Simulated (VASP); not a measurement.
The system is Sr2Mo.

```
Sr Mo
1.0
     4.06631    0.00000    0.00000
    -2.03316    3.52153    0.00000
     0.00000    0.00000    8.98791
Sr Mo
2 1
Direct
  0.66667 0.33333 0.69314
  0.33333 0.66667 0.30686
  0.00000 0.00000 0.00000
```

The cell was built by a generator and needn't be a form met in nature.

- Program: VASP 6.6.1
- Task: relaxation of cell and atoms
- Functional: PBE
- Potentials or basis: VASP PAW PBE potentials, release 64 (Sr_sv, Mo_sv)
- Cutoff: 600 eV
- k mesh: 6 × 6 × 2
- Occupations: gaussian, width 0.1 eV
- Spin: no spin polarisation

At the start: pressure -5.3 GPa; volume 42.90 Å³/atom.

Problem. Where does the relaxation end?

Solution. Over 12 steps the energy falls by 349.7 meV/atom and the volume is 32.20 Å³/atom (-24.9 %); space group P-3m1 (No. 164, to 0.05 Å).

The path:
```
step  energy change (eV)  largest force (eV/Å)  pressure (GPa)  volume (Å³)
   1              0.0000                1.0967           -5.34       128.70
   2             -0.7708                0.8966           -2.42       103.85
   3             -0.8867                0.6540            0.35        93.98
   4             -0.8874                0.6143            0.83        92.81
   5             -0.9853                0.3932            0.86        92.28
   6             -1.0125                0.2312            1.00        91.69
   7             -1.0323                0.2428           -0.03        94.98
   8             -1.0347                0.2472           -0.46        96.56
   9             -1.0452                0.1109           -0.12        96.65
  10             -1.0458                0.0659           -0.01        96.68
  11             -1.0483                0.0295            0.06        96.65
  12             -1.0490                0.0203            0.17        96.60
```

Final structure:
```cif
data_structure
_symmetry_space_group_name_H-M 'P 1'
_symmetry_Int_Tables_number 1
_cell_length_a 3.5696
_cell_length_b 3.5696
_cell_length_c 8.7538
_cell_angle_alpha 90.000
_cell_angle_beta 90.000
_cell_angle_gamma 120.000
_cell_volume 96.60
loop_
_atom_site_label
_atom_site_type_symbol
_atom_site_fract_x
_atom_site_fract_y
_atom_site_fract_z
_atom_site_occupancy
Sr1 Sr 0.66667 0.33333 0.72146 1
Sr2 Sr 0.33333 0.66667 0.27854 1
Mo1 Mo 0.00000 0.00000 0.00000 1
```

Caveat: the volume moved by over 15 % at a fixed basis, so the end points are rough.
